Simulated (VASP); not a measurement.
Method: PBE GGA, VASP's PBE PAW potentials (set 64) (plane waves; VASP 6.6.1).

Input for VASP

**INCAR**
```
! general
SYSTEM   =  GaN
PREC     =  Accurate
ENCUT    =  520
LREAL    =  .FALSE.
LASPH    =  .TRUE.

! electronic loop
EDIFF    =  1E-7
NELM     =  100
ALGO     =  Normal
LMAXMIX  =  4

! smearing
ISMEAR   =  -5

! functional
GGA      =  PE

! ions
ISIF     =  2

! output
LWAVE    =  .FALSE.
LCHARG   =  .TRUE.
LORBIT   =  11
NEDOS    =  601
```

**POSCAR**
```
GaN
1
    1.6095892537    -2.7878903276     0.0000000000
    1.6095892537     2.7878903276     0.0000000000
    0.0000000000     0.0000000000     5.2415015396
Ga N
2 2
Direct
  0.6666670000   0.3333330000   0.5000480094
  0.3333330000   0.6666670000   0.0000480094
  0.6666670000   0.3333330000   0.8769519906
  0.3333330000   0.6666670000   0.3769519906
```

**KPOINTS**
```
Automatic mesh
0
G
  11 11 6
```

POTCAR, in this order: Ga_d N (PBE.64 set). Program: vasp_std.

The resulting files:

**OUTCAR**
```
 ion  position               nearest neighbor table
   1  0.667  0.333  0.500-   4 1.97   4 1.97   4 1.97   3 1.98
   2  0.333  0.667  0.000-   3 1.97   3 1.97   3 1.97   4 1.98
   3  0.667  0.333  0.877-   2 1.97   2 1.97   2 1.97   1 1.98
   4  0.333  0.667  0.377-   1 1.97   1 1.97   1 1.97   2 1.98
  LATTYP: Found a hexagonal cell.
 ALAT       =     3.2191784735
 C/A-ratio  =     1.6282109186
 Subroutine PRICEL returns:
 Original cell was already a primitive cell.
 Subroutine GETGRP returns: Found 12 space group operations
The static configuration has the point symmetry C_3v.
 The point group associated with its full space group is C_6v.
The dynamic configuration has the point symmetry C_3v.
 Subroutine INISYM returns: Found 12 space group operations
 Subroutine IBZKPT returns following result:
 Found     64 irreducible k-points:

 Following reciprocal coordinates:
            Coordinates               Weight
  0.000000  0.000000  0.000000      1.000000
  0.090909  0.000000  0.000000      6.000000
  0.181818  0.000000  0.000000      6.000000
  0.272727  0.000000  0.000000      6.000000
  0.363636 -0.000000  0.000000      6.000000
  0.454545  0.000000  0.000000      6.000000
  0.090909  0.090909  0.000000      6.000000
  0.181818  0.090909  0.000000     12.000000
  0.272727  0.090909  0.000000     12.000000
  0.363636  0.090909  0.000000     12.000000
  0.454545  0.090909  0.000000      6.000000
  0.181818  0.181818  0.000000      6.000000
  0.272727  0.181818  0.000000     12.000000
  0.363636  0.181818  0.000000     12.000000
  0.272727  0.272727  0.000000      6.000000
  0.363636  0.272727  0.000000      6.000000
  0.000000  0.000000  0.166667      2.000000
  0.090909  0.000000  0.166667     12.000000
  0.181818  0.000000  0.166667     12.000000
  0.272727  0.000000  0.166667     12.000000
  0.363636 -0.000000  0.166667     12.000000
  0.454545  0.000000  0.166667     12.000000
  0.090909  0.090909  0.166667     12.000000
  0.181818  0.090909  0.166667     24.000000
  0.272727  0.090909  0.166667     24.000000
  0.363636  0.090909  0.166667     24.000000
  0.454545  0.090909  0.166667     12.000000
  0.181818  0.181818  0.166667     12.000000
  0.272727  0.181818  0.166667     24.000000
  0.363636  0.181818  0.166667     24.000000
  0.272727  0.272727  0.166667     12.000000
  0.363636  0.272727  0.166667     12.000000
  0.000000  0.000000  0.333333      2.000000
  0.090909  0.000000  0.333333     12.000000
  0.181818  0.000000  0.333333     12.000000
  0.272727  0.000000  0.333333     12.000000
  0.363636 -0.000000  0.333333     12.000000
  0.454545  0.000000  0.333333     12.000000
  0.090909  0.090909  0.333333     12.000000
  0.181818  0.090909  0.333333     24.000000
   k-points           NKPTS =     64   k-points in BZ     NKDIM =     64   number of bands    NBANDS=     22
   number of dos      NEDOS =    601   number of ions     NIONS =      4
   total plane-waves  NPLWV =  23040
   dimension x,y,z NGX =    24 NGY =   24 NGZ =   40
   dimension x,y,z NGXF=    48 NGYF=   48 NGZF=   80
   ions per type =               2   2
   PREC   = accura    normal or accurate (medium, high low for compatibility)
   ISTART =      0    job   : 0-new  1-cont  2-samecut
   ICHARG =      2    charge: 1-file 2-atom 10-const
   ISPIN  =      1    spin polarized calculation?
   LNONCOLLINEAR =      F non collinear calculations
   LSORBIT =      F    spin-orbit coupling
   INIWAV =      1    electr: 0-lowe 1-rand  2-diag
   ENCUT  =  520.0 eV  38.22 Ry    6.18 a.u.   5.99  5.99  9.75*2*pi/ulx,y,z
   NELM   =    100;   NELMIN=  2; NELMDL= -5     # of ELM steps
...
```

**OSZICAR**
```
       N       E                     dE             d eps       ncg     rms          rms(c)
DAV:   1     0.278700504977E+03    0.27870E+03   -0.18511E+04  2938   0.302E+03
DAV:   2     0.734893458087E+01   -0.27135E+03   -0.26365E+03  3162   0.527E+02
DAV:   3    -0.268453422819E+02   -0.34194E+02   -0.33929E+02  3266   0.154E+02
DAV:   4    -0.282352907882E+02   -0.13899E+01   -0.13860E+01  3958   0.329E+01
DAV:   5    -0.282538962924E+02   -0.18606E-01   -0.18600E-01  3236   0.347E+00    0.108E+01
DAV:   6    -0.242306893776E+02    0.40232E+01   -0.15467E+01  5054   0.566E+01    0.313E+00
DAV:   7    -0.243496191742E+02   -0.11893E+00   -0.16667E+00  3110   0.110E+01    0.269E+00
DAV:   8    -0.243493172415E+02    0.30193E-03   -0.28547E-01  4720   0.797E+00    0.870E-01
DAV:   9    -0.243269278585E+02    0.22389E-01   -0.11384E-01  5062   0.561E+00    0.350E-01
DAV:  10    -0.243279059188E+02   -0.97806E-03   -0.56949E-03  3238   0.815E-01    0.146E-01
DAV:  11    -0.243278300671E+02    0.75852E-04   -0.15812E-03  4212   0.726E-01    0.323E-02
DAV:  12    -0.243278462537E+02   -0.16187E-04   -0.19358E-04  3088   0.103E-01    0.164E-02
DAV:  13    -0.243278455704E+02    0.68326E-06   -0.39353E-05  3954   0.139E-01    0.103E-02
DAV:  14    -0.243278460136E+02   -0.44322E-06   -0.52992E-06  4522   0.378E-02    0.128E-03
DAV:  15    -0.243278460002E+02    0.13392E-07   -0.84954E-07  3832   0.136E-02
   1 F= -.24327846E+02 E0= -.24327846E+02  d E =0.000000E+00
```

OUTCAR:
```
------------------------ aborting loop because EDIFF is reached ----------------------------------------
  FORCE on cell =-STRESS in cart. coord.  units (eV):
  Direction    XX          YY          ZZ          XY          YZ          ZX
  --------------------------------------------------------------------------------------
  Total        0.0139795      0.0139795      0.0586720      0.0000000      0.0000000      0.0000000
  in kB        0.4761294      0.4761294      1.9983210      0.0000000      0.0000000      0.0000000
  external PRESSURE =       0.9835266 kB  Pullay stress =       0.0000000 kB
  volume of cell :       47.04
      direct lattice vectors                 reciprocal lattice vectors
     1.609589254 -2.787890328  0.000000000     0.310638257 -0.179347084  0.000000000
     1.609589254  2.787890328  0.000000000     0.310638257  0.179347084  0.000000000
     0.000000000  0.000000000  5.241501540     0.000000000  0.000000000  0.190785025
  FREE ENERGIE OF THE ION-ELECTRON SYSTEM (eV)
  ---------------------------------------------------
  free  energy   TOTEN  =       -24.3278460002 eV

  energy  without entropy=      -24.3278460002  energy(sigma->0) =      -24.32784600

 total charge

# of ion       s       p       d       tot
------------------------------------------
    1        0.783   0.862  10.162  11.807
    2        0.783   0.862  10.162  11.807
    3        1.225   2.500   0.000   3.725
    4        1.225   2.500   0.000   3.725
--------------------------------------------------
tot          4.015   6.724  20.324  31.063
```
(Selected blocks of OUTCAR.)

The compound is GaN in the wurtzite structure. It was relaxed first.
